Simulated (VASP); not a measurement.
Given:

```xyz
3
Lattice="2.2729 -3.9367 0.0000 2.2729 3.9367 0.0000 0.0000 0.0000 6.9775" Properties=species:S:1:pos:R:3 pbc="T T T"
Pb     0.0000     0.0000     0.0000
I      2.2729     1.3123     1.8965
I      2.2729    -1.3123     5.0810
```

Computed with PBE GGA with D4 dispersion, VASP's PBE PAW potentials (set 64) (plane waves; VASP). Numerical set-up: 520 eV cut-off, Gaussian smearing of 0.050 eV, potentials Pb_d I.

Unless said otherwise, spin-orbit coupling is left out, though it shifts the bands of the heavy elements here.

Q: Give the energies of bands 8 to 17 at the high-symmetry points, in eV from the valence-band maximum.

A: 
```tsv
band	Γ	M	K	A	L	H
8	-7.05	-7.46	-7.54	-6.84	-7.49	-7.53
9	-1.26	-2.96	-2.51	-2.07	-3.45	-3.04
10	-1.02	-2.52	-2.51	-1.19	-1.84	-3.04
11	-1.02	-2.10	-2.35	-1.19	-1.79	-2.75
12	-0.98	-1.75	-1.76	-0.77	-1.47	-0.82
13	-0.98	-0.81	-1.76	-0.77	-1.23	-0.82
14	-0.80	-0.41	-0.88	0.00	-0.75	-0.18
15	2.47	2.74	4.11	2.18	3.06	3.14
16	3.29	3.51	4.11	3.10	3.59	3.14
17	3.29	4.53	4.47	3.10	4.00	3.98
```

The gap is direct, 2.18 eV, from the valence maximum at A to the conduction minimum at A.

Measured: gap 2.40 eV (computed value off by -0.22 eV), as given by Wikipedia, List of semiconductor materials.

The compound is PbI2 in the 1T layered structure. It was relaxed first.
